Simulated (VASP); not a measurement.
Input:

```
BiGa
1.0
    4.22044     0.00000     0.00000
   -2.11022     3.65501     0.00000
    0.00000     0.00000    19.41001
Ga Bi
2 2
Direct
  0.66667   0.33333   0.42581
  0.66667   0.33333   0.57419
  0.33333   0.66667   0.36064
  0.33333   0.66667   0.63936
```

The numbers are results of PBE GGA, VASP's PBE PAW potentials (set 64) (plane waves; VASP), not measurements. Run with 300 eV cut-off, 5×5×1 Γ-centred mesh, Gaussian smearing of 0.050 eV, potentials Ga_d Bi_d.

The cell holds a wide vacuum, so values per volume refer to the whole cell. Unless said otherwise, spin-orbit coupling is left out, though it shifts the bands of the heavy elements here.

### Question
What does the run give for the energy per atom (σ→0), band gap (on the k-mesh) with the smallest direct gap where there is one?

### Answer

```
Quantity                                                    Result
------------------------  ----------------------------------------
band gap (on the k-mesh)  none (metal, semimetal or under 0.01 eV)
energy per atom (σ→0)                               -3.105 eV/atom
```

Only differences to runs with the same potentials and settings are physical.

The cell is a sheet with vacuum, built from a generated structure.
